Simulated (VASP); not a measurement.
Crystal: Ni.

```xyz
1
Lattice="0.0000 1.7619 1.7619 1.7619 0.0000 1.7619 1.7619 1.7619 0.0000" Properties=species:S:1:pos:R:3 pbc="T T T"
Ni    0.0000    0.0000    0.0000
```

| Quantity | Value |
| --- | --- |
| Program | VASP 6.6.1 |
| Task | relaxation of cell and atoms |
| Functional | LDA |
| Potentials or basis | VASP PAW LDA potentials, release 64 (Ni) |
| Cutoff | 350 eV |
| k mesh | 10 × 10 × 10 |
| Occupations | gaussian, width 0.1 eV |
| Spin | collinear spin, ferromagnetic start |
| Starting moments | [0.8] μB |

At the start: pressure -17.7 GPa; volume 10.94 Å³/atom.

Problem. How do energy, volume and symmetry change on relaxing?

Solution. Over 10 steps the energy falls by 55.6 meV/atom and the volume is 10.02 Å³/atom (-8.4 %); space group Fm-3m (No. 225, to 0.05 Å); moment 0.65 μB per cell.

The path:
```csv
step,energy change (eV),largest force (eV/Å),pressure (GPa),volume (Å³)
1,0.0000,0.0000,-17.73,10.94
2,0.0187,0.0000,29.48,9.13
3,-0.0556,0.0000,-0.38,10.04
4,-0.0556,0.0000,-0.17,10.02
5,-0.0556,0.0000,0.29,10.00
6,-0.0556,0.0000,-0.14,10.02
7,-0.0556,0.0000,0.04,10.02
8,-0.0556,0.0000,-0.05,10.02
9,-0.0556,0.0000,0.15,10.02
10,-0.0556,0.0000,-0.03,10.02
```

Final structure:
```cif
data_structure
_symmetry_space_group_name_H-M 'P 1'
_symmetry_Int_Tables_number 1
_cell_length_a 2.4199
_cell_length_b 2.4199
_cell_length_c 2.4199
_cell_angle_alpha 60.000
_cell_angle_beta 60.000
_cell_angle_gamma 60.000
_cell_volume 10.02
loop_
_atom_site_label
_atom_site_type_symbol
_atom_site_fract_x
_atom_site_fract_y
_atom_site_fract_z
_atom_site_occupancy
Ni1 Ni 0.00000 0.00000 0.00000 1
```
